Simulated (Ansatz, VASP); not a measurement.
This is a calculation of AlHg for VASP 6.6.1. The cell comes from a database or a generator and needn't be the stable form of this composition.

The input INCAR:

```
SYSTEM = AlHg
PREC = Accurate ; ENCUT = 600
EDIFF = 1E-7 ; ISMEAR = -1
SIGMA = 0.05 ; LREAL = .FALSE.
LASPH = .TRUE. ; NELM = 60
ALGO = Fast ; ISIF = 3
LWAVE = .FALSE. ; LCHARG = .FALSE.
LNONCOLLINEAR = .TRUE. ; MAGMOM = 0 0 0 0 0 0
LORBIT = 11 ; LSORBIT = .TRUE.
GGA_COMPAT = .FALSE. ; GGA = PE
IBRION = 2 ; NSW = 60
EDIFFG = -0.01
```

Contents of KPOINTS:

```
regular mesh
0
G
  6 6 6
  0 0 0
```

Contents of POSCAR:

```
AlHg
1.0
    0.0000000000      3.0685300000      3.0685300000
    3.0685300000      0.0000000000      3.0685300000
    3.0685300000      3.0685300000      0.0000000000
Al Hg
1 1
Direct
    0.0000000000      0.0000000000      0.0000000000
    0.7500000000      0.7500000000      0.7500000000
```

Potentials or basis: VASP PAW PBE potentials, release 64 (Al, Hg).

Run with:

```console
$ cat potpaw_PBE.64/Al/POTCAR potpaw_PBE.64/Hg/POTCAR > POTCAR
$ mpirun -np 1 vasp_ncl > vasp.out
```

**Question.** Translate it to Ansatz 0.2.0. Potentials or basis there: Ansatz PAW, cutoff 420 eV.

**Answer.** As run (cutoffs and basis follow the program's own potentials, and thresholds, step limits or extra output files can differ):

Contents of input.yaml:

```yaml
crystal:
  lattice:
    - [0.0, 3.06853, 3.06853]
    - [3.06853, 0.0, 3.06853]
    - [3.06853, 3.06853, 0.0]
  atoms:
    - { symbol: Al, position: [0.0, 0.0, 0.0] }
    - { symbol: Hg, position: [0.75, 0.75, 0.75] }
hamiltonian:
  xc: pbe
  pseudopotentials: { kind: paw_fr }
magnetization:
  noncollinear: true
  spin_orbit: true
kpoints:
  mp_grid: { grid: [6, 6, 6] }
scf:
  occupations: { method: fermi_dirac, width: 0.05 }
output:
  forces: true
  stress: true
  eigenvalues: true
relax:
  f_tol: 0.01
  max_steps: 40
  cell: { stress_tol: 0.05 }
```

Potentials or basis: Ansatz PAW.

Run with:

```console
$ ansatz run input.yaml --threads 2 --pin off --max-ram 5632MiB --backend cpu --events-out ev --progress --plain --runs-dir out
```

Both were run:

|  | VASP | Ansatz |
| --- | --- | --- |
| Relaxed volume | 28.45 Å³/atom | 28.21 Å³/atom |
| Relaxed cell | a = 4.317 Å, b = 4.317 Å, c = 4.317 Å, α = 60.00°, β = 60.00°, γ = 60.00° | a = 4.305 Å, b = 4.305 Å, c = 4.305 Å, α = 60.00°, β = 60.00°, γ = 60.00° |
| Space group after relaxing | F-43m (No. 216) | F-43m (No. 216) |
| Pressure after relaxing | 0.0 GPa | 0.0 GPa |

Ansatz's pressure holds a Pulay term of +0.03 GPa for its cutoff of 420 eV, which the other run lacks.

The potentials hold 15 and 23 valence electrons a cell.

Where Ansatz's input types no cutoff or centring, it takes its own default and a Γ-centred mesh.

Pressure is positive in compression.
